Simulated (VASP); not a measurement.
An input for Ansatz (written as the equivalent of a VASP run, and not itself run):

Ansatz 0.2 input:
```yaml
crystal:
  lattice:
    - [0.0000000, 2.3150000, 2.3150000]
    - [2.3150000, 0.0000000, 2.3150000]
    - [2.3150000, 2.3150000, 0.0000000]
  atoms:
    - { symbol: Na, position: [0.0000000, 0.0000000, 0.0000000] }
    - { symbol: F, position: [0.5000000, 0.5000000, 0.5000000] }
kpoints:
  mp_grid: { grid: [9, 9, 9] }
hamiltonian:
  xc: rpbe
  pseudopotentials: { kind: paw }
scf:
  occupations: { method: gaussian, width: 0.05 }
  max_iter: 100
relax:
  max_steps: 60
  f_tol: 0.01
  cell: {}
output: { forces: true, stress: true, eigenvalues: true }
```

Write the VASP files for the same calculation (RPBE).

This is not unique; one that fits is 
File POSCAR:
```
NaF
1
    0.0000000000     2.3150000000     2.3150000000
    2.3150000000     0.0000000000     2.3150000000
    2.3150000000     2.3150000000     0.0000000000
Na F
1 1
Direct
  0.0000000000   0.0000000000   0.0000000000
  0.5000000000   0.5000000000   0.5000000000
```

**INCAR**
```
SIGMA=0.05
NSW=60   # most ionic steps
SYSTEM=NaF
IBRION=2
PREC=Accurate
LCHARG=F
EDIFFG=-0.01
ENCUT=520   # plane-wave cut-off (eV)
LWAVE=F
LASPH=T
ALGO=Normal   # blocked Davidson
NELM=100   # most electronic steps
ISMEAR=0   # Gaussian
ISIF=3   # ions, shape and volume
LREAL=F   # projection in real space or not
GGA=RP
EDIFF=1E-6   # SCF stop (eV)
```

File KPOINTS:
```
Automatic mesh
0
Gamma
9 9 9
0 0 0
```

POTCAR, in this order: Na_pv F (PBE.64 set). Program: vasp_std.

Limits of the translation: each code has its own PAW files, so the cut-off isn't converted (ENCUT is set for VASP's; basis.ecutwfc is left out, and Ansatz then takes the one that its files recommend); Ansatz stops its SCF on the density residual and VASP on the energy change (EDIFF).

The compound is NaF in the rock salt structure. This run relaxes it. Symmetry was kept, so distortions that lower it aren't found.
